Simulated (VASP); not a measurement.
Output of a VASP run:

OSZICAR:
```
       N       E                     dE             d eps       ncg     rms          rms(c)
DAV:   1     0.249730702076E+03    0.24973E+03   -0.15057E+04   264   0.908E+02
DAV:   2     0.173595810302E+01   -0.24799E+03   -0.24624E+03   240   0.302E+02
DAV:   3    -0.165275685781E+02   -0.18264E+02   -0.18240E+02   232   0.976E+01
DAV:   4    -0.170836062952E+02   -0.55604E+00   -0.55590E+00   272   0.178E+01
DAV:   5    -0.170918426937E+02   -0.82364E-02   -0.82361E-02   264   0.217E+00    0.362E+00
DAV:   6    -0.166775748764E+02    0.41427E+00   -0.18506E+00   256   0.546E+00    0.188E+00
DAV:   7    -0.166682992684E+02    0.92756E-02   -0.21462E-01   208   0.197E+00    0.952E-01
DAV:   8    -0.166592106062E+02    0.90887E-02   -0.38568E-02   264   0.132E+00    0.180E-01
DAV:   9    -0.166574024955E+02    0.18081E-02   -0.68641E-03   248   0.491E-01    0.988E-02
DAV:  10    -0.166570404230E+02    0.36207E-03   -0.77686E-04   280   0.178E-01    0.498E-02
DAV:  11    -0.166561439438E+02    0.89648E-03   -0.13118E-03   224   0.115E-01    0.266E-02
DAV:  12    -0.166561734636E+02   -0.29520E-04   -0.13372E-04   240   0.511E-02    0.172E-02
DAV:  13    -0.166562736039E+02   -0.10014E-03   -0.12383E-04   192   0.462E-02    0.101E-02
DAV:  14    -0.166564373895E+02   -0.16379E-03   -0.49609E-05   200   0.288E-02    0.565E-03
DAV:  15    -0.166565199085E+02   -0.82519E-04   -0.89867E-06   200   0.107E-02    0.437E-03
DAV:  16    -0.166566689164E+02   -0.14901E-03   -0.13114E-05   184   0.119E-02    0.216E-03
DAV:  17    -0.166567159171E+02   -0.47001E-04   -0.37470E-06   184   0.669E-03    0.977E-04
DAV:  18    -0.166567337099E+02   -0.17793E-04   -0.16649E-06   192   0.438E-03    0.618E-04
DAV:  19    -0.166567367996E+02   -0.30897E-05   -0.16493E-07   160   0.208E-03    0.293E-04
DAV:  20    -0.166567376104E+02   -0.81083E-06   -0.40077E-08   160   0.102E-03
   1 F= -.16656738E+02 E0= -.16653733E+02  d E =-.600937E-02
```

OUTCAR:
```
------------------------ aborting loop because EDIFF is reached ----------------------------------------
  FORCE on cell =-STRESS in cart. coord.  units (eV):
  Direction    XX          YY          ZZ          XY          YZ          ZX
  --------------------------------------------------------------------------------------
  Total        2.6827540     -0.4144268      0.1848863      0.0000000      0.0000000      0.0000000
  in kB       12.5992086     -1.9463021      0.8682947      0.0000000      0.0000000      0.0000000
  external PRESSURE =       3.8404004 kB  Pullay stress =       0.0000000 kB
  volume of cell :      341.15
      direct lattice vectors                 reciprocal lattice vectors
     4.111143000  0.000000000  0.000000000     0.243241356  0.000000000  0.000000000
     0.000000000  4.856570000  0.000000000     0.000000000  0.205906638  0.000000000
     0.000000000  0.000000000 17.086611000     0.000000000  0.000000000  0.058525356
 POSITION                                       TOTAL-FORCE (eV/Angst)
 -----------------------------------------------------------------------------------
      3.08336      4.23639     10.08662        -0.000000      0.564011     -0.031302
      1.02779      1.80810      6.99999        -0.000000      0.564011      0.031302
      1.02779      2.43946      9.74393         0.000000     -0.564011      0.209957
      3.08336      0.01117      7.34268         0.000000     -0.564011     -0.209957
 -----------------------------------------------------------------------------------
    total drift:                                0.000000      0.000237      0.000014
  FREE ENERGIE OF THE ION-ELECTRON SYSTEM (eV)
  ---------------------------------------------------
  free  energy   TOTEN  =       -16.6567376104 eV

  energy  without entropy=      -16.6507282450  energy(sigma->0) =      -16.65373293
```
(Selected blocks of OUTCAR.)

### POSCAR
```
BiAs
1
    4.1111430000     0.0000000000     0.0000000000
    0.0000000000     4.8565700000     0.0000000000
    0.0000000000     0.0000000000    17.0866110000
As Bi
2 2
Direct
  0.7500000000   0.8723000000   0.5903230000
  0.2500000000   0.3723000000   0.4096770000
  0.2500000000   0.5023000000   0.5702670000
  0.7500000000   0.0023000000   0.4297330000
```

### Question
Write an INCAR and KPOINTS that could have produced this output.

### Answer
Several could match; the one computed here: the input of the run itself, PBE GGA, plane waves, VASP's PBE PAW potentials (set 64).

**INCAR**
```
ALGO = Normal
EDIFF = 1E-6
ENCUT = 300
GGA = PE
ISIF = 2
ISMEAR = -1
LASPH = T
LCHARG = F
LMAXMIX = 4
LREAL = F
LWAVE = F
NELM = 100
PREC = Accurate
SIGMA = 0.1
SYSTEM = BiAs
```

KPOINTS:
```
Automatic mesh
0
Gamma
3 3 1
0 0 0
```

POTCAR, in this order: As Bi_d (PBE.64 set). Program: vasp_std.

At this cut-off the stress carries a Pulay error, which pulls relaxed volumes low. The cell holds a wide vacuum, so values per volume refer to the whole cell.

The cell is a sheet with vacuum, built from a generated structure.
